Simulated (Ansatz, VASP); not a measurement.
# Te2Mo in two plane-wave programs, part 2 of 2

Wanted: the spread between two codes on one cell, functional and k mesh.

VASP 6.6.1 and Ansatz 0.2.0.

So far: Set-up; VASP: band structure, PBE.

### 3. Ansatz: band structure, PBE

Level of this step: Ansatz beside VASP: Kohn-Sham DFT, plane waves, PBE (Ansatz).

Ansatz runs on its default PAW (the set named soft_2) files.

The same cell, functional, mesh and smearing now go to Ansatz, which takes its cutoff from its data sets.

File input.yaml:

```yaml
crystal:
  lattice:
    - [3.5182, 0.0, 0.0]
    - [-1.7591, 3.0468505756, 0.0]
    - [0.0, 0.0, 13.9736]
  atoms:
    - { symbol: Te, position: [0.3333333333, 0.6666666667, 0.621] }
    - { symbol: Te, position: [0.6666666667, 0.3333333333, 0.121] }
    - { symbol: Te, position: [0.3333333333, 0.6666666667, 0.879] }
    - { symbol: Te, position: [0.6666666667, 0.3333333333, 0.379] }
    - { symbol: Mo, position: [0.3333333333, 0.6666666667, 0.25] }
    - { symbol: Mo, position: [0.6666666667, 0.3333333333, 0.75] }
hamiltonian:
  xc: pbe
  pseudopotentials: { kind: paw }
kpoints:
  mp_grid: { grid: [6, 6, 2] }
  band_path:
    path:
      - [0.0, 0.0, 0.0]
      - [0.13636, 0.0, 0.0]
      - [0.31818, 0.0, 0.0]
      - [0.5, 0.0, 0.0]
      - [0.4697, 0.06061, 0.0]
      - [0.40909, 0.18182, 0.0]
      - [0.34848, 0.30303, 0.0]
      - [0.30303, 0.30303, 0.0]
      - [0.21212, 0.21212, 0.0]
      - [0.18182, 0.18182, 0.0]
      - [0.06061, 0.06061, 0.0]
      - [0.0, 0.0, 0.0]
      - [0.0, 0.0, 0.18182]
      - [0.0, 0.0, 0.36364]
      - [0.0, 0.0, 0.5]
      - [0.13636, 0.0, 0.5]
      - [0.31818, 0.0, 0.5]
      - [0.5, 0.0, 0.5]
      - [0.4697, 0.06061, 0.5]
      - [0.40909, 0.18182, 0.5]
      - [0.34848, 0.30303, 0.5]
      - [0.30303, 0.30303, 0.5]
      - [0.18182, 0.18182, 0.5]
      - [0.06061, 0.06061, 0.5]
      - [0.5, 0.0, 0.5]
      - [0.5, 0.0, 0.31818]
      - [0.5, 0.0, 0.13636]
      - [0.5, 0.0, 0.0]
      - [0.33333, 0.33333, 0.13636]
      - [0.33333, 0.33333, 0.31818]
      - [0.33333, 0.33333, 0.5]
    npoints: 1
scf:
  occupations: { method: gaussian, width: 0.01 }
  n_extra_bands: 9
output:
  forces: true
  stress: true
  eigenvalues: true
  write_density: true
  write_potential: true
  elf: true
  volumetric_format: npy
```

Command:

```sh
ansatz run input.yaml --threads 4 --pin off --max-ram 9216MiB --backend cpu --events-out ev --progress --plain --runs-dir out
```

Numbers of over 12 decimals in the logs are rounded to 6 here.

The program printed:

```text
scf.n_extra_bands = 9 over 46 filled bands (N_el = 92.0): the run solves 55 bands
Engine: ansatz 0.2.0, aarch64-unknown-linux-gnu
Pseudopotentials: kind: paw
Pseudopotential: Te, paw, valence charge 16, recommended cutoff 420 eV (normal), Te.paw.azcp
Pseudopotential: Mo, paw, valence charge 14, recommended cutoff 420 eV (normal), Mo.paw.azcp
Functional definition: PBE
  parameter kappa = 0.804
  parameter beta = 0.066725
  exchange = pbe_x(kappa = kappa, mu = beta*pi^2/3)
  correlation = pbe_c(beta = beta)
Crystal: 6 atoms, lattice volume = 149.789 Å³
Basis set: ecut = 420 eV, 2909 PW (Γ), exchange–correlation on 48×48×192 points (8 copies of the dense FFT grid, shifted against one another)
Bands: 55, of which v1, the nominal top of the filled ones, is band 46 counted from 1 (45 counted from 0)
Symmetry: 24 space group operations
Space group: P63/mmc (ITA 194), of the structure as read, at distance tolerance 5.3e-5 Å
k-points: 14 of 72
Non-local potential: Te, projectors of the file, l = 0: 2, l = 1: 2, l = 2: 2, l = 3: 2
Non-local potential: Mo, projectors of the file, l = 0: 3, l = 1: 2, l = 2: 2, l = 3: 1
PAW form: soft (Blöchl's): semilocal exchange-correlation on the pseudo side does not see the compensation charge
PAW one-centre angular grid: Te, 590 points (default); XC on 64 Gauss nodes
PAW one-centre angular grid: Mo, 590 points (default); XC on 64 Gauss nodes
Initial density: superposition of atomic densities (neutral atoms: chi_scale 0, normalization atom), corrected by the library's trained network
Initial wavefunctions: pseudopotential atomic-orbital guess
Functional: x = pbe(κ = 0.804, μ = 0.219515), c = pbe(β = 0.066725)
SCF iter   1: F=—  HF=-37833.381211 eV  |F-HF|=—  |Δ(HF+E_count)|=         —  Δρ=4.19e-3  dr2=8.73e-3  ethr=1.77e-3  ⟨swp⟩=7.8  Hψ=2972  notcnv=0
preconditioner: auto → Resta (q_TF=auto, 2.515 Å⁻¹)  ε∞=7.4  [insulator: Δε(μ)=0.830 eV  Ē_g=7.171 eV  σ=0.010 eV  W_gap=1.00  n_scr=52 (ndim 8)  ℏωp=18.2 eV  f_vac=0.021  D(μ)=0.00/eV (n_scr^D=0)  ε∞_Penn≈7.4]
SCF iter   2: F=—  HF=-37833.389430 eV  |F-HF|=—  |Δ(HF+E_count)|=   8.22e-3  Δρ=2.47e-3  dr2=2.97e-3  ethr=9.49e-6  ⟨swp⟩=2.7  Hψ=1302  notcnv=0  defer=25
SCF iter   3: F=—  HF=-37833.393555 eV  |F-HF|=—  |Δ(HF+E_count)|=   4.12e-3  Δρ=9.73e-4  dr2=2.52e-3  ethr=3.23e-6  ⟨swp⟩=2.0  Hψ=1070  notcnv=0  defer=25
SCF iter   4: F=—  HF=-37833.393723 eV  |F-HF|=—  |Δ(HF+E_count)|=   1.68e-4  Δρ=1.23e-4  dr2=1.91e-5  ethr=2.74e-6  ⟨swp⟩=2.0  Hψ=989  notcnv=0  defer=25
SCF iter   5: F=—  HF=-37833.393803 eV  |F-HF|=—  |Δ(HF+E_count)|=   7.97e-5  Δρ=5.44e-5  dr2=4.76e-6  ethr=2.07e-8  ⟨swp⟩=2.1  Hψ=1075  notcnv=0  defer=25
SCF iter   6: F=—  HF=-37833.393813 eV  |F-HF|=—  |Δ(HF+E_count)|=   1.05e-5  Δρ=1.32e-5  dr2=3.11e-7  ethr=5.17e-9  ⟨swp⟩=2.0  Hψ=993  notcnv=0  defer=25
SCF iter   7: F=-37833.393813 eV  HF=-37833.393813 eV  |F-HF|=1.83e-8  |Δ(HF+E_count)|=   3.71e-7  Δρ=4.45e-6  dr2=3.85e-8  ethr=1.09e-10  ⟨swp⟩=14.9  Hψ=5165  notcnv=0
SCF 1 converged in 7 iterations: F = -37833.393813 eV  dr2 = 3.85e-8
  greatest PAW one-centre occupation: 0.998 electrons in one spin orbital (limit 2), on the Mo atom at site 5 (counted from 0), in its partial waves of l = 0
NSCF: frozen V_eff on 31 k-points
SCF converged after 7 iterations
Free energy (F): -37833.393813 eV
Harris-Foulkes:  -37833.393813 eV  (|F-HF|=1.83e-8)
Internal energy: -37833.393813 eV  (E = F + TS)
E sigma→0 (E₀):  -37833.393813 eV
Fermi energy:    12.889696 eV
--- Per-component energies (eV) ---
  E_band       = -1144.069417
  E_kinetic    = 1609.785219
  E_local      = -7394.316227  (includes V_loc(G=0)·N_el)
  E_nonlocal   = -952.600378
  E_hartree    = 4140.452865
  E_xc         = -866.129898
  E_vxc        = -877.433069  (∫ρ·V_xc dr)
  E_paw        = -25053.963179  (= ΣΔE_a)
  E_vpaw       = -1810.415506  (= ΣTr[D̂ρ^β])
  E_aug_tail   = -0.000600  (compensation charges beyond the density's cutoff)
  E_ewald      = -9316.621616
  E_smearing   = -0.000000  (= −TS)
  E_closure    = 0.000000  (closes the sum)
  Σ components = -37833.393813   (vs F -37833.393813, Δ=0.00e0)
--- Forces (eV/Å), atoms counted from 1 ---
  atom   1  Te    -0.00000000     0.00000000    -0.17874150
  atom   2  Te     0.00000000    -0.00000000    -0.17874150
  atom   3  Te    -0.00000000     0.00000000     0.17874150
  atom   4  Te     0.00000000    -0.00000000     0.17874150
  atom   5  Mo     0.00000000     0.00000000     0.00000000
  atom   6  Mo     0.00000000    -0.00000000     0.00000000
  max |Σ_I F_I| component: 1.39e-16 eV/Å
--- Stress (GPa, compression-positive) ---
        2.709955       0.000000       0.000000
        0.000000       2.709955       0.000000
        0.000000       0.000000       3.362101
  P = ⅓ Tr σ = 2.9273 GPa (29.273 kbar)
--- Band table (eV; the first three rows and the last of 14) ---
  k-point 0: bands = [... 42 lower, 11.4630, 11.4630, 12.1533, 12.4768, 15.3790, 15.3790, 15.5118, 15.5118, ... 5 higher]
  k-point 1: bands = [... 42 lower, 11.4454, 11.4454, 12.3955, 12.3955, 15.4167, 15.4167, 15.4167, 15.4167, ... 5 higher]
  k-point 2: bands = [... 42 lower, 11.2493, 11.4875, 12.0321, 12.1938, 14.2805, 14.5480, 14.5744, 14.8163, ... 5 higher]
  k-point 13: bands = [... 42 lower, 10.4828, 10.4828, 12.2673, 12.2673, 13.4562, 13.4562, 14.1035, 14.1035, ... 5 higher]
```

Run time: 4.6 s. Hardware: 4 threads of Arm Neoverse V1, shared host; peak memory 0.55 GiB; 17 s of CPU time.

### 4. Differences

Known differences besides the potentials themselves: the data sets hold 92 valence electrons in Ansatz (default PAW (the set named soft_2) files) and 52 in VASP; the cutoff is 420 eV in Ansatz and 370 eV in VASP. Total energies have different zeros and are not compared.

The two programs side by side:

| quantity | Ansatz | VASP | difference |
| --- | --- | --- | --- |
| gap over the path points (eV) | 0.738 | 0.732 | +0.006 |

Forces (eV/Å; atoms numbered as in POSCAR):

```
atom        Ansatz x, y, z          VASP x, y, z
 Te1  0.000, 0.000, -0.179  0.000, 0.000, -0.170
 Te2  0.000, 0.000, -0.179  0.000, 0.000, -0.170
 Te3   0.000, 0.000, 0.179   0.000, 0.000, 0.170
 Te4   0.000, 0.000, 0.179   0.000, 0.000, 0.170
 Mo5   0.000, 0.000, 0.000   0.000, 0.000, 0.000
 Mo6   0.000, 0.000, 0.000   0.000, 0.000, 0.000
```

Levels at points of the path, from each program's valence-band top (eV; 4 filled, then empty):

```csv
k (reciprocal lattice),Ansatz,VASP
0.000 0.000 0.000,-1.01 -1.01 -0.32 0.00 2.90 2.90 3.04,-1.02 -1.02 -0.32 0.00 2.90 2.91 3.03
0.136 0.000 0.000,-1.12 -0.99 -0.29 -0.15 2.13 2.25 2.31,-1.13 -1.00 -0.29 -0.15 2.13 2.24 2.31
0.318 0.000 0.000,-1.24 -1.06 -0.95 -0.82 1.10 1.55 1.72,-1.23 -1.07 -0.96 -0.83 1.10 1.55 1.71
0.500 0.000 0.000,-1.01 -0.95 -0.60 -0.31 1.27 1.33 1.46,-1.02 -0.96 -0.61 -0.32 1.26 1.32 1.45
0.470 0.061 0.000,-1.30 -1.16 -0.57 -0.31 1.30 1.33 1.47,-1.31 -1.16 -0.58 -0.32 1.30 1.32 1.46
0.409 0.182 0.000,-1.94 -1.64 -0.50 -0.25 1.17 1.29 1.68,-1.93 -1.63 -0.50 -0.26 1.16 1.28 1.68
0.348 0.303 0.000,-1.87 -1.79 -0.32 -0.08 0.98 1.00 1.18,-1.86 -1.78 -0.33 -0.09 0.97 1.00 1.18
0.303 0.303 0.000,-1.88 -1.73 -0.37 -0.14 1.00 1.09 1.22,-1.88 -1.73 -0.37 -0.14 0.99 1.08 1.21
0.212 0.212 0.000,-1.33 -1.26 -0.68 -0.54 0.74 1.54 1.55,-1.33 -1.26 -0.68 -0.55 0.73 1.53 1.55
0.182 0.182 0.000,-1.14 -1.00 -0.76 -0.63 0.74 1.50 1.56,-1.14 -0.99 -0.77 -0.63 0.73 1.49 1.55
```

The forces differ by 4.0 meV/Å r.m.s., which is 4.9 % of the r.m.s. force of 0.08 eV/Å (both taken over all components). Among the levels compared at these points, filled levels agree within 11 meV and empty ones within 16 meV. Not compared: the pressure (VASP's GW data sets at this cutoff don't carry it).

### 5. Other set-ups

Further runs change the set-up of one program: Ansatz's method, potentials or start, or VASP's data sets, cutoff or form of LDA. The table gives Ansatz less VASP for each quantity, since a change that brings one quantity closer may part another.

```
                              run  r.m.s. force difference (meV/Å)  gap over the path points (eV)
                         as above                              4.0                         0.0063
Ansatz's all-electron LAPW method                              3.6                         0.0069
```

### 6. What came out

```json
{
 "difference in gap over the path points (band structure, PBE)": "0.0063 eV"
}
```

The difference in gap over the path points is 0.0063 eV (band structure, PBE), within the 0.08 eV picked in this series as the mark of a large difference. For band structure, PBE, no further run moves any of the tabulated differences by more than a quarter of its size. Such differences can come from data sets, numerical settings and the points named under the comparisons, not from the functional's error against experiment.

[Lines on the potential files, build, host, timing and source positions are cut from VASP's logs without a mark.]

[Logs are printed without paths, hosts, clocks, repeated set-up lines and the standing remarks that a program may print on its own settings, such as how far it seeks lower states.]

[Hosts, paths, dates, database ids (printed as entryN), source tags and the programs' standing remarks are cut or masked in the printed files.]
